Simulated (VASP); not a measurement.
These are PBE GGA, VASP's PBE PAW potentials (set 64) (plane waves; VASP) values and carry that method's errors.

The input files of a VASP run:

POSCAR:
```
Mo2W
1
    0.0000000000     3.9400410000     3.9400410000
    3.9400410000     0.0000000000     3.9400410000
    3.9400410000     3.9400410000     0.0000000000
Mo W
4 2
Direct
  0.1250000000   0.1250000000   0.1250000000
  0.6250000000   0.1250000000   0.1250000000
  0.1250000000   0.6250000000   0.1250000000
  0.1250000000   0.1250000000   0.6250000000
  0.7500000000   0.7500000000   0.7500000000
  0.5000000000   0.5000000000   0.5000000000
```

File KPOINTS:
```
Automatic mesh
0
Gamma
4 4 4
0 0 0
```

**INCAR**
```
ALGO  =  Normal
EDIFF  =  1E-6
ENCUT  =  300
GGA  =  PE
ISIF  =  2
ISMEAR  =  -1
LASPH  =  .TRUE.
LCHARG  =  .FALSE.
LMAXMIX  =  6
LREAL  =  .FALSE.
LWAVE  =  .FALSE.
NELM  =  100
PREC  =  Accurate
SIGMA  =  0.136
SYSTEM  =  Mo2W
```

POTCAR, in this order: Mo_sv W_sv (PBE.64 set). Program: vasp_std.

The run wrote:

### OSZICAR
```
       N       E                     dE             d eps       ncg     rms          rms(c)
DAV:   1     0.853342605321E+03    0.85334E+03   -0.39510E+04   840   0.123E+03
DAV:   2    -0.268812594932E+02   -0.88022E+03   -0.86078E+03   868   0.466E+02
DAV:   3    -0.690480220979E+02   -0.42167E+02   -0.41015E+02  1054   0.984E+01
DAV:   4    -0.702618571829E+02   -0.12138E+01   -0.11873E+01   984   0.141E+01
DAV:   5    -0.703025268520E+02   -0.40670E-01   -0.40506E-01  1048   0.218E+00    0.240E+01
DAV:   6    -0.673536588662E+02    0.29489E+01   -0.36522E+01  1046   0.201E+01    0.121E+01
DAV:   7    -0.656072217135E+02    0.17464E+01   -0.34044E+01  1032   0.154E+01    0.651E+00
DAV:   8    -0.645548701403E+02    0.10524E+01   -0.40472E+00  1000   0.598E+00    0.233E+00
DAV:   9    -0.645314253309E+02    0.23445E-01   -0.36320E-01  1028   0.178E+00    0.151E+00
DAV:  10    -0.645268283111E+02    0.45970E-02   -0.22110E-02  1036   0.764E-01    0.302E-01
DAV:  11    -0.645263550845E+02    0.47323E-03   -0.15919E-03   974   0.163E-01    0.136E-01
DAV:  12    -0.645262891422E+02    0.65942E-04   -0.88495E-04  1054   0.921E-02    0.208E-02
DAV:  13    -0.645262813982E+02    0.77440E-05   -0.89442E-05   992   0.326E-02    0.790E-03
DAV:  14    -0.645262797855E+02    0.16127E-05   -0.46183E-06   800   0.667E-03    0.263E-03
DAV:  15    -0.645262794918E+02    0.29378E-06   -0.59878E-07   560   0.270E-03
   1 F= -.64526279E+02 E0= -.64263195E+02  d E =-.526169E+00
```

File OUTCAR:
```
------------------------ aborting loop because EDIFF is reached ----------------------------------------
  FORCE on cell =-STRESS in cart. coord.  units (eV):
  Direction    XX          YY          ZZ          XY          YZ          ZX
  --------------------------------------------------------------------------------------
  Total      -26.7766995    -26.7766995    -26.7766995     -0.0000000      0.0000000     -0.0000000
  in kB     -350.6997108   -350.6997108   -350.6997108     -0.0000000      0.0000000     -0.0000000
  external PRESSURE =    -350.6997108 kB  Pullay stress =       0.0000000 kB
  volume of cell :      122.33
      direct lattice vectors                 reciprocal lattice vectors
     0.000000000  3.940041000  3.940041000    -0.126902233  0.126902233  0.126902233
     3.940041000  0.000000000  3.940041000     0.126902233 -0.126902233  0.126902233
     3.940041000  3.940041000  0.000000000     0.126902233  0.126902233 -0.126902233
 POSITION                                       TOTAL-FORCE (eV/Angst)
 -----------------------------------------------------------------------------------
      0.98501      0.98501      0.98501         0.000000      0.000000      0.000000
      0.98501      2.95503      2.95503         0.000000      0.000000      0.000000
      2.95503      0.98501      2.95503         0.000000      0.000000      0.000000
      2.95503      2.95503      0.98501         0.000000      0.000000      0.000000
      5.91006      5.91006      5.91006        -0.000000     -0.000000      0.000000
      3.94004      3.94004      3.94004         0.000000     -0.000000     -0.000000
 -----------------------------------------------------------------------------------
    total drift:                                0.000000     -0.000000      0.000000
  FREE ENERGIE OF THE ION-ELECTRON SYSTEM (eV)
  ---------------------------------------------------
  free  energy   TOTEN  =       -64.5262794918 eV

  energy  without entropy=      -64.0001104856  energy(sigma->0) =      -64.26319499
```
(Selected blocks of OUTCAR.)

At this cut-off the stress carries a Pulay error, which pulls relaxed volumes low.

The structure was generated: Mo2W was put into an ordered model structure, which need not be its known phase. The cell was not relaxed at this level. The k-mesh is coarse (spacing up to 0.35 per Å, 2π included), so the numbers may not be converged in it.
